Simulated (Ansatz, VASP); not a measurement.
## CsPbBr3: VASP beside Ansatz

Aim: how closely do two programs agree when they are given the same cell, functional and k mesh? The cell is taken from a series of runs on this material, whose earlier steps may have relaxed, scaled, displaced or heated it; both programs get it as it stands.

Main program and level: Ansatz 0.2.0; plane waves, with VASP 6.6.1 beside it; r2SCAN.

## 1. Set-up

The structure is cubic, space group Pm-3m (No. 221). The conventional cell has a = 5.870 Å, b = 5.870 Å, c = 5.870 Å, α = 90.00°, β = 90.00°, γ = 90.00°. Nearest to Cs lie 12 Br at 4.15 Å. Nearest to Pb lie 6 Br at 2.94 Å. Br has 2 Pb at 2.94 Å and 4 Cs at 4.15 Å nearest. Farther neighbours and most contacts between anions are not listed.

## 2. VASP: G0W0 gap, r2SCAN

Quasiparticle shifts depend on high empty states and on the cores, so they are the hardest test of two PAW sets.

Lines of VASP's logs that name or quote its potential files are left out, and so is its time.

The run reads the wave functions of an earlier VASP run, which isn't shown here.

File INCAR:

```
SYSTEM = CsPbBr3
PREC = Accurate
ENCUT = 300
ISMEAR = 0
SIGMA = 0.01
LREAL = .FALSE.
METAGGA = R2SCAN
LASPH = .TRUE.
NBANDS = 482
ALGO = EVGW0
NELMGW = 1
ENCUTGW = 100
NOMEGA = 64
PRECFOCK = Fast
NBANDSGW = 31
LWAVE = .FALSE.
LCHARG = .FALSE.
```

File POSCAR:

```
CsPbBr3
1.0
    5.8700000000      0.0000000000      0.0000000000
    0.0000000000      5.8700000000      0.0000000000
    0.0000000000      0.0000000000      5.8700000000
Cs Pb Br
1 1 3
Direct
    0.0000000000      0.0000000000      0.0000000000
    0.5000000000      0.5000000000      0.5000000000
    0.0000000000      0.5000000000      0.5000000000
    0.5000000000      0.0000000000      0.5000000000
    0.5000000000      0.5000000000      0.0000000000
```

File KPOINTS:

```
Automatic mesh
0
Gamma
2 2 2
0 0 0
```

The projector-augmented-wave data sets are Cs_sv_GW, Pb_d_GW and Br_GW (PBE family, release 64).

Command:

```sh
> export OMP_NUM_THREADS=4
> mpirun -np 1 vasp_std
```

Numbers of over 12 decimals in the logs are rounded to 6 here.

Log:

```text
[banner, memory and clock lines left out]
running    1 mpi-ranks, on    1 nodes
 distrk:  each k-point on    1 cores,    1 groups
 distr:  one band on    1 cores,    1 groups
 Offloading initialized ...    1 GPUs detected
 POSCAR found type information on POSCAR CsPbBr
 POSCAR found :  3 types and       5 ions
|                                                                             |
|               ----> ADVICE to this user running VASP <----                  |
|                                                                             |
|     You enforced a specific xc type in the INCAR file but a different       |
|     [... a line on the potential file left out ...]
|     I HOPE YOU KNOW WHAT YOU ARE DOING!                                     |
|                                                                             |

|                                                                             |
|           W    W    AA    RRRRR   N    N  II  N    N   GGGG   !!!           |
|           W    W   A  A   R    R  NN   N  II  NN   N  G    G  !!!           |
|           W    W  A    A  R    R  N N  N  II  N N  N  G       !!!           |
|           W WW W  AAAAAA  RRRRR   N  N N  II  N  N N  G  GGG   !            |
|           WW  WW  A    A  R   R   N   NN  II  N   NN  G    G                |
|           W    W  A    A  R    R  N    N  II  N    N   GGGG   !!!           |
|                                                                             |
|     The default for ENCUTGWSOFT is different in this version of VASP.       |
|     please manually set ENCUTGWSOFT =100 in the INCAR file.                 |
|                                                                             |

 LDA part: xc-table for (None), standard interpolation
 found WAVECAR, reading the header
 POSCAR, INCAR and KPOINTS ok, starting setup
 FFT: planning ... GRIDC
 FFT: planning ... GRID_SOFT
 FFT: planning ... GRID
 reading WAVECAR
 the WAVECAR file was read successfully
 initial charge from wavefunction
 available memory per node:   1636.75 GB, setting MAXMEM to   1676028

 The Fermi energy was updated, please check that it is located mid-gap
 values below the HOMO (VB) or above the LUMO (CB) will cause erroneous energies
 E-fermi :   1.7893

 calculate exact exchange contribution
 the WAVEDER file was read successfully
|                                                                             |
|           W    W    AA    RRRRR   N    N  II  N    N   GGGG   !!!           |
|           W    W   A  A   R    R  NN   N  II  NN   N  G    G  !!!           |
|           W    W  A    A  R    R  N N  N  II  N N  N  G       !!!           |
|           W WW W  AAAAAA  RRRRR   N  N N  II  N  N N  G  GGG   !            |
|           WW  WW  A    A  R   R   N   NN  II  N   NN  G    G                |
|           W    W  A    A  R    R  N    N  II  N    N   GGGG   !!!           |
|                                                                             |
|     Automatic setting of frequency mesh for GW failed. Frequency mesh       |
|     properly not suitable for determining QP energies. Consider             |
|     increasing number of kpoints.                                           |
|                                                                             |

energies w=
    0.000    0.000    1.505    0.000    3.007    0.000    4.503    0.000
    5.990    0.000    7.465    0.000    8.927    0.000   10.373    0.000
   11.801    0.000   13.213    0.000   14.605    0.000   15.979    0.000
   17.335    0.000   18.674    0.000   19.995    0.000   21.301    0.000
   22.594    0.000   23.873    0.000   25.142    0.000   26.402    0.000
   27.656    0.000   28.906    0.000   30.153    0.000   31.402    0.000
   32.653    0.000   33.911    0.000   35.177    0.000   36.456    0.000
   37.750    0.000   39.063    0.000   40.399    0.000   41.762    0.000
   43.157    0.000   44.587    0.000   46.060    0.000   47.580    0.000
   49.153    0.000   50.789    0.000   52.494    0.000   54.277    0.000
   56.151    0.000   58.125    0.000   60.215    0.000   62.436    0.000
   64.807    0.000   67.350    0.000   70.090    0.000   73.058    0.000
   76.290    0.000   79.832    0.000   83.736    0.000   88.070    0.000
   92.916    0.000   98.380    0.000  104.593    0.000  111.731    0.000
  120.022    0.000  129.778    0.000  141.427    0.000  155.580    0.000
  173.138    0.000  195.485    0.000  224.865    0.000  265.167    0.000
 responsefunction array rank=     480
 LDA part: xc-table for (None), standard interpolation

 min. memory requirement per mpi rank    742.9 MB, per node    742.9 MB

 allocating  64 responsefunctions rank=   480
 shmem allocating  64 responsefunctions rank=   480
 response function shared by NCSHMEM nodes    1
 Doing            64  frequencies on each core in blocks of            64
NQ=   1    0.0000    0.0000    0.0000,
|.........|.........|.........|.........|.........|.........|.........|.........
 performed        288000 updates of chi_q(r,r)
 total number of BLAS operations        490.41 Gflops
NQ=   2    0.5000    0.0000    0.0000,
|.........|.........|.........|.........|.........|.........|.........|.........
 performed        695000 updates of chi_q(r,r)
 total number of BLAS operations       1199.18 Gflops
NQ=   3    0.5000    0.5000    0.0000,
|.........|.........|.........|.........|.........|.........|.........|.........
 performed       1102000 updates of chi_q(r,r)
 total number of BLAS operations       1914.05 Gflops
NQ=   4    0.5000    0.5000    0.5000,
|.........|.........|.........|.........|.........|.........|.........|.........
 performed       1390000 updates of chi_q(r,r)
 total number of BLAS operations       2445.71 Gflops
 resolving degeneracies of screened two electron integrals

 calculate QP shifts <psi_nk| G(iteration)W_0 |psi_nk>: iteration 1
 entering main loop
```

OUTCAR, selected parts (step 2):

```text
ion  position               nearest neighbor table
   1  0.000  0.000  0.000-
   2  0.500  0.500  0.500-   3 2.94   4 2.94   5 2.94   5 2.94   4 2.94   3 2.94
   3  0.000  0.500  0.500-   2 2.94   2 2.94
   4  0.500  0.000  0.500-   2 2.94   2 2.94
   5  0.500  0.500  0.000-   2 2.94   2 2.94

  LATTYP: Found a simple cubic cell.
 ALAT       =     5.8700000000

 Subroutine GETGRP returns: Found 48 space group operations
 (whereof 48 operations were pure point group operations)

The static configuration has the point symmetry O_h .

 Found      4 irreducible k-points:

   k-points           NKPTS =      4   k-points in BZ     NKDIM =      8   number of bands    NBANDS=    482

   dimension x,y,z NGX =    36 NGY =   36 NGZ =   36
   dimension x,y,z NGXF=    72 NGYF=   72 NGZF=   72

   ENCUT  =  300.0 eV  22.05 Ry    4.70 a.u.   8.29  8.29  8.29*2*pi/ulx,y,z

   NELECT =      46.0000    total number of electrons

  energy-cutoff  :      300.00
  volume of cell :      202.26
      direct lattice vectors                 reciprocal lattice vectors
     5.870000000  0.000000000  0.000000000     0.170357751  0.000000000  0.000000000
     0.000000000  5.870000000  0.000000000     0.000000000  0.170357751  0.000000000
     0.000000000  0.000000000  5.870000000     0.000000000  0.000000000  0.170357751

 k-points in reciprocal lattice and weights: Automatic mesh
   0.00000000  0.00000000  0.00000000       0.125
   0.50000000  0.00000000  0.00000000       0.375
   0.50000000  0.50000000  0.00000000       0.375
   0.50000000  0.50000000  0.50000000       0.125

 E-fermi :   1.7893

 QP shifts <psi_nk| G(iteration)W_0 |psi_nk>: iteration 1
 for sc-GW calculations column KS-energies equals QP-energies in previous step
 and V_xc(KS)=  KS-energies - (<T + V_ion + V_H > + <T+V_H+V_ion>^1  + <V_x>^1)
 k-point   1 :       0.0000    0.0000    0.0000
  band No.  KS-energies  QP-energies   sigma(KS)   V_xc(KS)     V^pw_x(r,r')   Z            occupation Imag(sigma)
    ...
     20      -1.4217      -2.5851     -14.1334     -12.6853     -16.2870       0.8034       2.0000       0.5834
     21      -1.2992      -2.3885     -14.3199     -12.9645     -16.4249       0.8037       2.0000       0.5690
     22      -1.2992      -2.3885     -14.3199     -12.9645     -16.4249       0.8037       2.0000       0.5690
     23      -1.2992      -2.3885     -14.3199     -12.9645     -16.4249       0.8037       2.0000       0.5690
     24       4.3634       4.6294      -5.5417      -5.8518      -2.4937       0.8580       0.0000      -0.4445
     25       5.3372       5.8370      -5.5556      -6.1383      -2.5922       0.8579       0.0000      -0.4468
     26       5.3372       5.8370      -5.5556      -6.1383      -2.5922       0.8579       0.0000      -0.4468
     27       6.1601       6.6908      -6.3583      -6.9812      -3.2252       0.8521       0.0000      -0.4657
    ...

 k-point   2 :       0.5000    0.0000    0.0000
  band No.  KS-energies  QP-energies   sigma(KS)   V_xc(KS)     V^pw_x(r,r')   Z            occupation Imag(sigma)
    ...
     20      -1.5492      -2.7283     -13.8459     -12.3812     -15.9707       0.8051       2.0000       0.5835
     21      -1.4081      -2.5369     -14.1425     -12.7390     -16.2635       0.8043       2.0000       0.5768
     22      -1.4081      -2.5369     -14.1425     -12.7390     -16.2635       0.8043       2.0000       0.5768
     23      -0.6471      -1.8254     -14.7761     -13.3202     -16.4058       0.8093       2.0000       0.4896
     24       3.7755       4.0799      -9.5275      -9.8932      -6.3498       0.8323       0.0000      -0.4851
     25       5.8070       6.2754      -6.1902      -6.7391      -3.1169       0.8533       0.0000      -0.4670
     26       6.3628       6.6919      -5.7242      -6.1094      -2.6079       0.8542       0.0000      -0.4810
     27       6.3896       7.0611      -6.2601      -7.0470      -3.2354       0.8534       0.0000      -0.4703
    ...

 k-point   3 :       0.5000    0.5000    0.0000
  band No.  KS-energies  QP-energies   sigma(KS)   V_xc(KS)     V^pw_x(r,r')   Z            occupation Imag(sigma)
    ...
     20      -1.6413      -2.8641     -13.8499     -12.3295     -16.0006       0.8043       2.0000       0.5915
     21      -1.5337      -2.7111     -14.7454     -13.2828     -16.8577       0.8050       2.0000       0.5681
     22      -0.9290      -2.0061     -14.4950     -13.1518     -16.5758       0.8019       2.0000       0.5529
     23       0.1160      -1.0525     -14.8018     -13.3716     -16.1074       0.8170       2.0000       0.4370
     24       3.2833       3.5590      -9.1980      -9.5284      -6.0873       0.8345       0.0000      -0.4616
     25       3.2833       3.5590      -9.1980      -9.5284      -6.0873       0.8345       0.0000      -0.4616
     26       6.1093       6.6448      -9.5619     -10.2053      -6.2366       0.8323       0.0000      -0.5589
     27       6.5534       7.2733      -6.4177      -7.2631      -3.2460       0.8515       0.0000      -0.4806
    ...

 k-point   4 :       0.5000    0.5000    0.5000
  band No.  KS-energies  QP-energies   sigma(KS)   V_xc(KS)     V^pw_x(r,r')   Z            occupation Imag(sigma)
    ...
     20      -0.9176      -1.9936     -14.5204     -13.1787     -16.6043       0.8020       2.0000       0.5530
     21      -0.9176      -1.9936     -14.5204     -13.1787     -16.6043       0.8020       2.0000       0.5530
     22      -0.9176      -1.9936     -14.5204     -13.1787     -16.6043       0.8020       2.0000       0.5530
     23       0.8457      -0.2959     -14.9042     -13.5076     -15.9549       0.8174       2.0000       0.3976
     24       2.7328       2.9728      -8.6875      -8.9739      -5.6157       0.8380       0.0000      -0.4449
     25       2.7328       2.9728      -8.6875      -8.9739      -5.6157       0.8380       0.0000      -0.4449
     26       2.7328       2.9728      -8.6875      -8.9739      -5.6157       0.8380       0.0000      -0.4449
     27       5.9283       6.2575      -5.6408      -6.0257      -2.5015       0.8552       0.0000      -0.4608
    ...
```

(Part 1 of 2 ends here.)

[Lines on the potential files, build, host, timing and source positions are cut from VASP's logs without a mark.]

[Logs are printed without paths, hosts, clocks, repeated set-up lines and the standing remarks that a program may print on its own settings, such as how far it seeks lower states.]

[Hosts, paths, dates, database ids (printed as entryN), source tags and the programs' standing remarks are cut or masked in the printed files.]
